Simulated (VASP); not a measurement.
Input for VASP

File KPOINTS:
```
Automatic mesh
0
Gamma
12 12 7
0 0 0
```

**POSCAR**
```
Zr
1
    1.6230750000    -2.8112480000     0.0000000000
    1.6230750000     2.8112480000     0.0000000000
    0.0000000000     0.0000000000     5.1757500000
Zr
2
Direct
  0.3333330000   0.6666670000   0.2500000000
  0.6666670000   0.3333330000   0.7500000000
```

INCAR:
```
ALGO = Normal
EDIFF = 1E-6
ENCUT = 300
GGA = PE
ISIF = 2
ISMEAR = -1
LASPH = .TRUE.
LCHARG = .FALSE.
LMAXMIX = 4
LREAL = .FALSE.
LWAVE = .FALSE.
NELM = 100
PREC = Accurate
SIGMA = 0.1
SYSTEM = Zr
```

POTCAR, in this order: Zr_sv (PBE.64 set). Program: vasp_std.

**Question.** Write an equivalent input for Quantum ESPRESSO's pw.x.

**Answer.** One equivalent input (not run):
```
&CONTROL
  calculation = 'scf'
  pseudo_dir = './pseudo'
  outdir = './out'
  tprnfor = .true.
  tstress = .true.
/
&SYSTEM
  ibrav = 0
  nat = 2
  ntyp = 1
  ecutwfc = 66
  occupations = 'smearing'
  smearing = 'fermi-dirac'
  degauss = 0.00735
  input_dft = 'pbe'
/
&ELECTRONS
  conv_thr = 7.3e-08
  electron_maxstep = 100
/
ATOMIC_SPECIES
  Zr 91.224 Zr.upf
CELL_PARAMETERS angstrom
     1.6230750   -2.8112480    0.0000000
     1.6230750    2.8112480    0.0000000
     0.0000000    0.0000000    5.1757500
ATOMIC_POSITIONS crystal
  Zr   0.3333330  0.6666670  0.2500000
  Zr   0.6666670  0.3333330  0.7500000
K_POINTS automatic
  12 12 7 0 0 0
```
What does not carry over: the potentials are each code's own (VASP's PAW set, PseudoDojo norm-conserving files in pw.x), so ENCUT and ecutwfc are chosen apart and not converted; conv_thr bounds pw.x's estimated SCF error, while EDIFF bounds the energy change between steps.

The structure is a typed Zr crystal (P6_3/mmc). The cell was not relaxed at this level.
